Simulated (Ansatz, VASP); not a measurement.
# In2SeS (In2SSe monolayer): VASP beside Ansatz

Aim: how closely do two programs agree when they are given the same cell, functional and k mesh? The cell is taken from a series of runs on this material, whose earlier steps may have relaxed, scaled, displaced or heated it; both programs get it as it stands.

Program: Ansatz 0.2.0. Level of theory: plane waves, with VASP 6.6.1 beside it; single point at PBE with D3(BJ). Results are calculated unless marked as measured.

## 1. The structure

The cell holds 4 atoms: 1 Se, 2 In and 1 S. Its edges and angles: a = 3.950 Å, b = 3.950 Å, c = 23.284 Å, α = 90.0°, β = 90.0°, γ = 120.0°. Vacuum lies along c.

Structure file:

```cif
data_structure
_symmetry_space_group_name_H-M 'P 1'
_symmetry_Int_Tables_number 1
_cell_length_a 3.9501
_cell_length_b 3.9501
_cell_length_c 23.2837
_cell_angle_alpha 90.000
_cell_angle_beta 90.000
_cell_angle_gamma 120.000
_cell_volume 314.63
loop_
_atom_site_label
_atom_site_type_symbol
_atom_site_fract_x
_atom_site_fract_y
_atom_site_fract_z
_atom_site_occupancy
Se1 Se 0.33333 0.66667 0.38654 1
In2 In 0.00000 0.00000 0.44396 1
In3 In 0.00000 0.00000 0.56406 1
S4 S 0.33333 0.66667 0.61346 1
```

## 2. Ansatz: single point, PBE with D3(BJ)

Ansatz runs on its default PAW (the set named soft_2) files.

With cell and atoms fixed, the geometry can't cause a difference; cores, projectors, grids and the points listed under the comparison can.

Contents of input.yaml:

```yaml
crystal:
  lattice:
    - [3.9501039138, 0.0, 0.0]
    - [-1.9750519569, 3.4208903369, 0.0]
    - [0.0, 0.0, 23.283694742]
  atoms:
    - { symbol: Se, position: [0.3333333333, 0.6666666667, 0.3865365914] }
    - { symbol: In, position: [0.0, 0.0, 0.4439592524] }
    - { symbol: In, position: [0.0, 0.0, 0.5640637811] }
    - { symbol: S, position: [0.3333333333, 0.6666666667, 0.6134634086] }
kpoints:
  mp_grid: { grid: [12, 12, 1] }
  band_path:
    path: [[0, 0, 0], [0.5, 0, 0], [0.33333333, 0.33333333, 0], [0, 0, 0]]
    npoints: 16
hamiltonian:
  xc: pbe
  dispersion: d3bj
scf:
  occupations: { method: fermi_dirac, width: 0.02585 }
  convergence: { dr2_threshold: 1.0e-10 }
efield:
  axis: 3
  dipole_correction: true
  ramp_position: 0.97
  ramp_width: 0.06
  amplitude: 0
output:
  dos: { projected: true, e_range: [-6, 5] }
  write_potential: true
  write_density: true
  volumetric_format: npy
  elf: true
```

On the command line:

```console
$ ansatz run input.yaml --threads 2 --pin off --max-ram 3072MiB --backend cpu --events-out ev --progress --plain --runs-dir out
```

Numbers of over 12 decimals in the logs are rounded to 6 here.

The program printed:

```text
Engine: ansatz 0.2.0, x86_64-unknown-linux-gnu
Pseudopotentials: kind: paw
Pseudopotential: Se, paw, valence charge 16, recommended cutoff 420 eV (normal), Se.paw.azcp
Pseudopotential: In, paw, valence charge 13, recommended cutoff 420 eV (normal), In.paw.azcp
Pseudopotential: S, paw, valence charge 6, recommended cutoff 420 eV (normal), S.paw.azcp
Functional definition: PBE
  parameter kappa = 0.804
  parameter beta = 0.066725
  exchange = pbe_x(kappa = kappa, mu = beta*pi^2/3)
  correlation = pbe_c(beta = beta)
Crystal: 4 atoms, lattice volume = 314.630 Å³
Basis set: ecut = 420 eV, 6233 PW (Γ)
Bands: 29, of which v1, the nominal top of the filled ones, is band 24 counted from 1 (23 counted from 0)
Symmetry: 6 space group operations
Space group: P3m1 (ITA 156), of the structure as read, at distance tolerance 6.8e-5 Å
k-points: 19 of 144 (time reversal used)
Non-local potential: Se, projectors of the file, l = 0: 2, l = 1: 2, l = 2: 3, l = 3: 1
Non-local potential: In, projectors of the file, l = 0: 2, l = 1: 2, l = 2: 2, l = 3: 2
Non-local potential: S, projectors of the file, l = 0: 2, l = 1: 2, l = 2: 2
PAW form: soft (Blöchl's): semilocal exchange-correlation on the pseudo side does not see the compensation charge
PAW one-centre angular grid: Se, 590 points (default); XC on 64 Gauss nodes
PAW one-centre angular grid: In, 590 points (default); XC on 64 Gauss nodes
PAW one-centre angular grid: S, 110 points (default); XC on 64 Gauss nodes
Initial density: superposition of atomic densities (neutral atoms: chi_scale 0, normalization atom), corrected by the library's trained network
Initial wavefunctions: pseudopotential atomic-orbital guess
Functional: x = pbe(κ = 0.804, μ = 0.219515), c = pbe(β = 0.066725)
SCF iter   1: F=—  HF=-17569.772928 eV  |F-HF|=—  |Δ(HF+E_count)|=         —  Δρ=1.30e-3  dr2=2.65e-2  ethr=1.77e-3  p=0.007 e·Å  D=4.01e-3 V/Å  ΔV_dip=-0.09 eV  dr2_dipole=8.02e-3  V_vac-E_F(+/−)=5.23/5.32 eV  ⟨swp⟩=8.9  Hψ=2982  notcnv=0
efield: sawtooth ramp at fractional position 0.9700 (set: `efield.ramp_position`, or a place that a band, a saddle search or an elastic batch's reference lends), width 0.0600; the density the first Hamiltonian is built on has a dipole p = 0.007 e·Å; the dipole correction subtracts the counter field D = 4.01e-3 V/Å, which shifts the + side's vacuum level by -0.09 eV against the − side's; the planar-averaged density in the ramp window peaks in size at 8.1e-6 e/Å³
preconditioner: auto → Resta (q_TF=auto, 1.994 Å⁻¹)  ε∞=1.9  [insulator: Δε(μ)=1.705 eV  Ē_g=13.549 eV  σ=0.026 eV  W_gap=1.00  n_scr=44 (ndim 8)  ℏωp=12.9 eV  f_vac=0.632  D(μ)=0.00/eV (n_scr^D=0)  ε∞_Penn≈1.9  vacuum switching on, ρ_ref=1.3e-2 e/Å³]
SCF iter   2: F=—  HF=-17569.778145 eV  |F-HF|=—  |Δ(HF+E_count)|=   5.22e-3  Δρ=1.37e-3  dr2=6.00e-2  ethr=5.51e-5  p=-0.041 e·Å  D=-2.33e-2 V/Å  ΔV_dip=0.54 eV  dr2_dipole=2.14e-2  V_vac-E_F(+/−)=5.52/4.98 eV  ⟨swp⟩=3.3  Hψ=980  notcnv=0  defer=19
SCF iter   3: F=—  HF=-17569.770044 eV  |F-HF|=—  |Δ(HF+E_count)|=   8.10e-3  Δρ=3.30e-4  dr2=1.18e-3  ethr=5.51e-5  p=-0.010 e·Å  D=-5.68e-3 V/Å  ΔV_dip=0.13 eV  dr2_dipole=3.82e-4  V_vac-E_F(+/−)=5.35/5.22 eV  ⟨swp⟩=3.3  Hψ=725  notcnv=0  defer=19
SCF iter   4: F=—  HF=-17569.770179 eV  |F-HF|=—  |Δ(HF+E_count)|=   1.35e-4  Δρ=1.65e-4  dr2=1.66e-4  ethr=2.47e-6  p=-0.015 e·Å  D=-8.80e-3 V/Å  ΔV_dip=0.20 eV  dr2_dipole=2.34e-7  V_vac-E_F(+/−)=5.40/5.19 eV  ⟨swp⟩=1.9  Hψ=717  notcnv=0  defer=19
SCF iter   5: F=—  HF=-17569.770261 eV  |F-HF|=—  |Δ(HF+E_count)|=   8.19e-5  Δρ=6.49e-5  dr2=1.19e-5  ethr=3.47e-7  p=-0.016 e·Å  D=-9.18e-3 V/Å  ΔV_dip=0.21 eV  dr2_dipole=5.08e-8  V_vac-E_F(+/−)=5.40/5.19 eV  ⟨swp⟩=2.0  Hψ=662  notcnv=0  defer=19
SCF iter   6: F=—  HF=-17569.770290 eV  |F-HF|=—  |Δ(HF+E_count)|=   2.96e-5  Δρ=1.62e-5  dr2=1.07e-6  ethr=2.48e-8  p=-0.017 e·Å  D=-9.50e-3 V/Å  ΔV_dip=0.22 eV  dr2_dipole=6.08e-8  V_vac-E_F(+/−)=5.40/5.18 eV  ⟨swp⟩=2.4  Hψ=900  notcnv=0  defer=19
SCF iter   7: F=—  HF=-17569.770312 eV  |F-HF|=—  |Δ(HF+E_count)|=   2.16e-5  Δρ=6.03e-6  dr2=1.02e-7  ethr=2.23e-9  p=-0.017 e·Å  D=-9.51e-3 V/Å  ΔV_dip=0.22 eV  dr2_dipole=2.13e-10  V_vac-E_F(+/−)=5.40/5.18 eV  ⟨swp⟩=2.4  Hψ=781  notcnv=0  defer=19
SCF iter   8: F=—  HF=-17569.770312 eV  |F-HF|=—  |Δ(HF+E_count)|=   2.39e-7  Δρ=1.25e-6  dr2=8.23e-9  ethr=2.12e-10  p=-0.017 e·Å  D=-9.51e-3 V/Å  ΔV_dip=0.22 eV  dr2_dipole=2.43e-10  V_vac-E_F(+/−)=5.40/5.18 eV  ⟨swp⟩=2.3  Hψ=882  notcnv=0  defer=19
SCF iter   9: F=—  HF=-17569.770312 eV  |F-HF|=—  |Δ(HF+E_count)|=   6.91e-9  Δρ=3.91e-7  dr2=7.13e-10  ethr=1.71e-11  p=-0.017 e·Å  D=-9.51e-3 V/Å  ΔV_dip=0.22 eV  dr2_dipole=3.24e-11  V_vac-E_F(+/−)=5.40/5.18 eV  ⟨swp⟩=2.0  Hψ=893  notcnv=0  defer=19
SCF iter  10: F=-17569.770312 eV  HF=-17569.770312 eV  |F-HF|=4.00e-11  |Δ(HF+E_count)|=  5.35e-10  Δρ=1.09e-7  dr2=4.21e-11  ethr=1.00e-12  p=-0.017 e·Å  D=-9.51e-3 V/Å  ΔV_dip=0.22 eV  dr2_dipole=5.11e-14  V_vac-E_F(+/−)=5.40/5.18 eV  ⟨swp⟩=9.4  Hψ=1776  notcnv=0
SCF 1 converged in 10 iterations: F = -17569.770312 eV  dr2 = 4.21e-11
  greatest PAW one-centre occupation: 1.000 electrons in one spin orbital (limit 2), on the Se atom at site 0 (counted from 0), in its partial waves of l = 2
NSCF: frozen V_eff on 49 k-points
efield: sawtooth ramp at fractional position 0.9700 (kept from the solve that this one continues, or follows in the run), width 0.0600; the density the first Hamiltonian is built on has a dipole p = -0.017 e·Å; the dipole correction subtracts the counter field D = -9.51e-3 V/Å, which shifts the + side's vacuum level by +0.22 eV against the − side's; the planar-averaged density in the ramp window peaks in size at 5.0e-6 e/Å³
WARN: The output density's exchange-correlation potential varies sharply where the density is thin. Do not read a vacuum level from v_tot or v_xc, or from such a field of the output density. On a cell that repeats whose density bears no net charge and no dipole along the vacuum's axis use v_es (v_loc + v_h of the components); under efield.dipole_correction with no amplitude use v_es + v_field, which holds any externa [...]
SCF converged after 10 iterations
Free energy (F): -17569.770312 eV
Harris-Foulkes:  -17569.770312 eV  (|F-HF|=4.00e-11)
Internal energy: -17569.770312 eV  (E = F + TS)
E sigma→0 (E₀):  -17569.770312 eV
Fermi energy:    -0.946046 eV
Dipole field:    D = -0.009505 V/Å  (p = -0.016526 e·Å, saw-weighted, corrected)
Work function:   Φ+ = 5.4048 eV   Φ− = 5.1835 eV
Levels:          The Fermi level and band energies are counted from a zero that moves with the ramp; work functions are not
--- Per-component energies (eV) ---
  E_band       = -906.968992
  E_kinetic    = 709.866295
  E_local      = -34336.667827  (includes V_loc(G=0)·N_el)
  E_nonlocal   = 167.563902
  E_hartree    = 16664.592305
  E_xc         = -630.824950
  E_vxc        = -382.700961  (∫ρ·V_xc dr)
  E_paw        = -10822.276050  (= ΣΔE_a)
  E_vpaw       = -393.986830  (= ΣTr[D̂ρ^β])
  E_aug_tail   = -0.000543  (compensation charges beyond the density's cutoff)
  E_efield     = 0.000079  (sawtooth field / dipole correction)
  E_vefield    = -0.227863  (∫n·V_field dr)
  E_ewald      = 10678.841012
  E_disp       = -0.864533  (pairwise vdW)
  E_smearing   = -0.000000  (= −TS)
  E_closure    = 0.000000  (closes the sum)
  Σ components = -17569.770312   (vs F -17569.770312, Δ=0.00e0)
--- Band table (eV; the first three rows and the last of 19) ---
  k-point 0: bands = [... 20 lower, -2.7478, -1.9924, -1.9924, -1.9287, -0.1264, 1.2651, 3.5049, 3.5049, ... 1 higher]
  k-point 1: bands = [... 20 lower, -2.8202, -2.4269, -2.0780, -1.8780, 0.2077, 1.6344, 3.0829, 3.5723, ... 1 higher]
  k-point 2: bands = [... 20 lower, -3.1682, -3.0078, -2.2958, -1.8449, 0.7465, 1.9123, 2.7690, 3.6701, ... 1 higher]
  k-point 18: bands = [... 20 lower, -4.6003, -3.5971, -3.1346, -2.8179, 0.8079, 1.4739, 2.3213, 3.3532, ... 1 higher]
```

Reading the cycles: dr2 is the Hartree energy of the density residual (eV), the measure of convergence; HF is the Harris–Foulkes estimate of the energy, which meets the free energy F at convergence.

## 3. VASP: single point, PBE with D3(BJ)

The same cell, functional, mesh and smearing now go to VASP, with its own data sets.

Lines of VASP's logs that name or quote its potential files are left out, and so is its time.

Contents of INCAR:

```
SYSTEM = In2SeS
PREC = Accurate
ENCUT = 400
EDIFF = 1E-06
NELM = 120
ISMEAR = -1
SIGMA = 0.02585
LREAL = .FALSE.
ALGO = Normal
GGA = PE
IVDW = 12
NBANDS = 25
LORBIT = 11
LWAVE = .FALSE.
LCHARG = .FALSE.
ISIF = 2
LDIPOL = .TRUE.
IDIPOL = 3
DIPOL = 0.5 0.5 0.502
LVHAR = .TRUE.
LASPH = .TRUE.
GGA_COMPAT = .FALSE.
EFERMI = MIDGAP
NELMDL = -8
```

Contents of POSCAR:

```
In2SeS
1.0
    3.9501039138      0.0000000000      0.0000000000
   -1.9750519569      3.4208903369      0.0000000000
    0.0000000000      0.0000000000     23.2836947420
Se In S
1 2 1
Direct
    0.3333333333      0.6666666667      0.3865365914
    1.0000000000      0.0000000000      0.4439592524
    1.0000000000      0.0000000000      0.5640637811
    0.3333333333      0.6666666667      0.6134634086
```

Contents of KPOINTS:

```
Automatic mesh
0
Gamma
12 12 1
0 0 0
```

The projector-augmented-wave data sets are Se, In_d and S (PBE family, release 64).

On the command line:

```console
$ mpirun -np 1 vasp_std
```

The program printed:

```text
[banner, memory and clock lines left out]
running    1 mpi-ranks, on    1 nodes
 distrk:  each k-point on    1 cores,    1 groups
 distr:  one band on    1 cores,    1 groups

 POSCAR found type information on POSCAR SeInS
 POSCAR found :  3 types and       4 ions
 LDA part: xc-table for (Slater+PW92), standard interpolation
 POSCAR, INCAR and KPOINTS ok, starting setup
 FFT: planning ... GRIDC
 FFT: planning ... GRID_SOFT
 FFT: planning ... GRID
 WAVECAR not read
 entering main loop
       N       E                     dE             d eps       ncg     rms          rms(c)
DAV:   1     0.289110380164E+03    0.28911E+03   -0.14274E+04  1046   0.105E+03
DAV:   2     0.171899426225E+02   -0.27192E+03   -0.26702E+03  1125   0.292E+02
DAV:   3    -0.144394572881E+02   -0.31629E+02   -0.31451E+02  1274   0.126E+02
DAV:   4    -0.154237826941E+02   -0.98433E+00   -0.98285E+00  1147   0.280E+01
DAV:   5    -0.154648976957E+02   -0.41115E-01   -0.41111E-01  1466   0.479E+00
DAV:   6    -0.154660111253E+02   -0.11134E-02   -0.11134E-02  1395   0.711E-01
DAV:   7    -0.154660471397E+02   -0.36014E-04   -0.36014E-04  1523   0.113E-01
DAV:   8    -0.154660479054E+02   -0.76571E-06   -0.76566E-06  1315   0.175E-02    0.777E+00
DAV:   9    -0.148180164150E+02    0.64803E+00   -0.15000E+00  1308   0.189E+01    0.516E+00
DAV:  10    -0.148156173015E+02    0.23991E-02   -0.66335E-01  1464   0.742E+00    0.150E+00
DAV:  11    -0.148091533916E+02    0.64639E-02   -0.78681E-02  1456   0.329E+00    0.954E-01
DAV:  12    -0.148100294375E+02   -0.87605E-03   -0.10558E-02  1291   0.658E-01    0.213E-01
DAV:  13    -0.148100373853E+02   -0.79479E-05   -0.12313E-03  1327   0.383E-01    0.114E-01
DAV:  14    -0.148101607005E+02   -0.12332E-03   -0.43277E-04  1232   0.194E-01    0.321E-02
[...]
DAV:  20    -0.148103633328E+02   -0.19917E-04   -0.18004E-06   915   0.763E-03    0.353E-03
DAV:  21    -0.148103737388E+02   -0.10406E-04   -0.66856E-07   807   0.489E-03    0.175E-03
DAV:  22    -0.148103805389E+02   -0.68001E-05   -0.25175E-07   848   0.345E-03    0.951E-04
DAV:  23    -0.148103851452E+02   -0.46063E-05   -0.13266E-07   796   0.435E-03    0.117E-03
DAV:  24    -0.148103884371E+02   -0.32919E-05   -0.10079E-07   795   0.150E-03    0.520E-04
DAV:  25    -0.148103902864E+02   -0.18493E-05   -0.39415E-08   767   0.151E-03    0.346E-04
DAV:  26    -0.148103914242E+02   -0.11378E-05   -0.30087E-08   778   0.828E-04    0.228E-04
DAV:  27    -0.148103918032E+02   -0.37899E-06   -0.65851E-09   694   0.682E-04
   1 F= -.15674814E+02 E0= -.15674814E+02  d E =-.104067E-14
```

OUTCAR, selected parts (step 3):

```text
ion  position               nearest neighbor table
   1  0.333  0.667  0.387-   2 2.64   2 2.64   2 2.64
   2  0.000  0.000  0.444-   1 2.64   1 2.64   1 2.64   3 2.80
   3  0.000  0.000  0.564-   4 2.55   4 2.55   4 2.55   2 2.80
   4  0.333  0.667  0.613-   3 2.55   3 2.55   3 2.55

  LATTYP: Found a hexagonal cell.
 ALAT       =     3.9501039138
 C/A-ratio  =     5.8944511968

 Subroutine GETGRP returns: Found  6 space group operations
 (whereof  6 operations were pure point group operations)

The static configuration has the point symmetry C_3v.

 Found     19 irreducible k-points:

   k-points           NKPTS =     19   k-points in BZ     NKDIM =     19   number of bands    NBANDS=     25

   dimension x,y,z NGX =    28 NGY =   28 NGZ =  160
   dimension x,y,z NGXF=    56 NGYF=   56 NGZF=  320

   ENCUT  =  400.0 eV  29.40 Ry    5.42 a.u.   6.44  6.44 37.97*2*pi/ulx,y,z

   NELECT =      38.0000    total number of electrons

 k-points in reciprocal lattice and weights: Automatic mesh
   0.00000000  0.00000000  0.00000000       0.007
   0.08333333  0.00000000  0.00000000       0.042
   0.16666667  0.00000000  0.00000000       0.042
   0.25000000  0.00000000  0.00000000       0.042
   0.33333333  0.00000000  0.00000000       0.042
   0.41666667  0.00000000  0.00000000       0.042
   0.50000000  0.00000000  0.00000000       0.021
   0.08333333  0.08333333  0.00000000       0.042
   0.16666667  0.08333333  0.00000000       0.083
[...]
0.33333333  0.25000000  0.00000000       0.083
   0.33333333  0.33333333  0.00000000       0.014

 dipolmoment           0.000000      0.000000      0.014951 electrons x Angstroem

 average (electrostatic) potential at core
       1 -59.9630       2-103.0935       3-103.2064       4 -93.3850

 E-fermi :  -1.8761

 k-point     1 :       0.0000    0.0000    0.0000
  band No.  band energies     occupation
    ...
     15      -3.6414      2.00000
     16      -3.6414      2.00000
     17      -2.8823      2.00000
     18      -2.8823      2.00000
     19      -2.8190      2.00000
     20      -1.0171      0.00000
     21       0.3684      0.00000
     22       2.6186      0.00000
     23       2.6186      0.00000
     24       2.9881      0.00000
    ...

 k-point     2 :       0.0833    0.0000    0.0000
  band No.  band energies     occupation
    ...
     15      -3.9746      2.00000
     16      -3.7137      2.00000
     17      -3.3180      2.00000
     18      -2.9680      2.00000
     19      -2.7683      2.00000
     20      -0.6825      0.00000
     21       0.7383      0.00000
     22       2.1951      0.00000
     23       2.6860      0.00000
     24       3.0563      0.00000
    ...

 k-point     3 :       0.1667    0.0000    0.0000
  band No.  band energies     occupation
    ...
     15      -4.5796      2.00000
     16      -4.0606      2.00000
     17      -3.9012      2.00000
     18      -3.1860      2.00000
     19      -2.7352      2.00000
     20      -0.1433      0.00000
     21       1.0198      0.00000
     22       1.8776      0.00000
     23       2.7811      0.00000
     24       2.8176      0.00000
    ...

 Edisp (eV)   -0.86442

  Total      -0.02927    -0.02927    -0.01927     0.00000     0.00000     0.00000
  in kB      -0.14906    -0.14906    -0.09812     0.00000     0.00000     0.00000
  external pressure =       -0.13 kB  Pullay stress =        0.00 kB

  energy-cutoff  :      400.00
  volume of cell :      314.63
      direct lattice vectors                 reciprocal lattice vectors
     3.950103914  0.000000000  0.000000000     0.253157897  0.146160780  0.000000000
    -1.975051957  3.420890337  0.000000000     0.000000000  0.292321560  0.000000000
     0.000000000  0.000000000 23.283694742     0.000000000  0.000000000  0.042948510

 POSITION                                       TOTAL-FORCE (eV/Angst)
 -----------------------------------------------------------------------------------
     -0.00000      2.28059      9.00000         0.000000     -0.000000     -0.016238
      0.00000      0.00000     10.33701        -0.000000     -0.000000      0.015718
      0.00000      0.00000     13.13349         0.000000      0.000000     -0.006435
     -0.00000      2.28059     14.28369        -0.000000      0.000000      0.006956
 -----------------------------------------------------------------------------------
    total drift:                               -0.000000     -0.000000      0.000771

  FREE ENERGIE OF THE ION-ELECTRON SYSTEM (eV)
  ---------------------------------------------------
  free  energy   TOTEN  =       -15.6748140616 eV

  energy  without entropy=      -15.6748140616  energy(sigma->0) =      -15.67481406

 vacuum level on the upper side and lower side of the slab         3.550         3.350

 total charge
# of ion       s       p       d       tot
------------------------------------------
    1        1.473   2.339   0.023   3.834
    2        0.858   0.674   9.884  11.416
    3        0.839   0.652   9.894  11.384
    4        1.350   2.343   0.000   3.693
--------------------------------------------------
tot          4.519   6.009  19.801  30.329

[... 3 further parts left out ...]
```

## 4. Differences

Known differences besides the potentials themselves: the data sets hold 48 valence electrons in Ansatz (on its default PAW (the set named soft_2) files) and 38 in VASP; the cutoff is 420 eV in Ansatz and 400 eV in VASP. Total energies have different zeros and are not compared.

The two programs side by side:

| quantity | Ansatz | VASP | difference |
| --- | --- | --- | --- |
| gap on the k mesh (eV) | 1.718 | 1.718 | 0.000 |

A gap on the mesh is an upper bound, since the band edges may lie between its points. With vacuum in the cell, a pressure given here is an average over mostly empty space and none of the material.

## 5. Outcome

```yaml
difference_in_gap_on_the_k_mesh_single_point_pbe_with_d3_bj: 4.0e-4 eV
```

**Reading.** The difference in gap on the k mesh is 4.0e-4 eV (single point, PBE with D3(BJ)), within the 0.08 eV picked in this series as the mark of a large difference. The data sets hold unlike numbers of valence electrons (48 in Ansatz and 38 in VASP), so part of the differences comes from the potentials. Such differences can come from data sets, numerical settings and the points named under the comparisons, not from the functional's error against experiment.

[Lines on the potential files, build, host, timing and source positions are cut from VASP's logs without a mark.]

[Logs are printed without paths, hosts, clocks, repeated set-up lines and the standing remarks that a program may print on its own settings, such as how far it seeks lower states.]

[Hosts, paths, dates, database ids (printed as entryN), source tags and the programs' standing remarks are cut or masked in the printed files.]
